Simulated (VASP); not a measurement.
Bi2Se3 (Paraguanajuatite), 5 atoms in the cell. Symmetry: R-3m, No. 166, trigonal system. Conventional cell: a = 4.143 Å, b = 4.143 Å, c = 28.636 Å, α = 90.00°, β = 90.00°, γ = 120.00°. Around Bi (site symmetry 3m) lie 6 Se at 2.85 to 3.07 Å. Se (site symmetry -3m) has 6 Bi at 3.07 Å as nearest neighbours. Se (site symmetry 3m) has 3 Bi at 2.85 Å as nearest neighbours. 

```yaml
Program: VASP 6.6.1
Task: relaxation of cell and atoms
Functional: PBE
Potentials_or_basis: VASP PAW PBE potentials, release 64 (Bi, Se)
Cutoff: 300 eV
k_mesh: 4 × 4 × 4
Occupations: gaussian, width 0.03 eV
Spin: no spin polarisation
Further_INCAR_settings: ALGO = Normal; EDIFF = 1e-06; IBRION = 2; EDIFFG = -0.01; NSW = 90; ISIF = 3
```

Potentials or basis: VASP PAW PBE potentials, release 64 (Bi, Se).

Run with:

```bash
$ cat potpaw_PBE.64/Bi/POTCAR potpaw_PBE.64/Se/POTCAR > POTCAR
$ mpirun -np 1 vasp_std > vasp.out
```

Hardware: 1 thread of AMD EPYC 9R45 96-Core Processor (Zen 5) (shared host).

Q: Estimate the wall time of this run.

A: Wall time 7.6 min on 1 thread of AMD EPYC 9R45 96-Core Processor (Zen 5) (shared host), peak memory 0.42 GiB. Counts: scf iterations 137, k points 13, ion steps 16.
